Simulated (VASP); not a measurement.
Input:

```
CELL_PARAMETERS angstrom
      0.00000     2.29960     2.29960
      2.29960     0.00000     2.29960
      2.29960     2.29960     0.00000
ATOMIC_POSITIONS crystal
  Sc 0.00000 0.00000 0.00000
  C  0.50000 0.50000 0.50000
```

Calculation: LDA (Ceperley-Alder, Perdew-Zunger) with spin-orbit coupling, VASP's LDA PAW potentials (set 64) (plane waves; VASP 6.6.1). Run with 520 eV cut-off, 12×12×12 Γ-centred mesh, Gaussian smearing of 0.050 eV, potentials Sc_sv C.

**Question.** Give the energies of bands 11 to 21 at the high-symmetry points, in eV from the Fermi level.

**Answer.** 
```tsv
band	Γ	X	U	L	W
11	2.25	-1.68	-1.65	-3.81	-1.35
12	2.25	-1.68	-1.65	-3.81	-1.35
13	2.28	0.65	-1.56	-1.06	-1.32
14	2.28	0.65	-1.56	-1.06	-1.32
15	2.28	0.96	-0.13	-1.06	-1.05
16	2.28	0.96	-0.13	-1.06	-1.05
17	3.08	1.00	3.29	5.47	4.70
18	3.08	1.00	3.29	5.47	4.70
19	3.08	5.37	5.74	5.47	4.71
20	3.08	5.37	5.74	5.47	4.71
21	3.10	6.16	6.13	6.14	6.17
```

It has no gap at this level: it comes out as a metal or semimetal.

The structure comes from a computed database's ScC entry (Fm-3m); how it stands against other phases isn't given here. It was relaxed first, which changed the volume by -5 %.
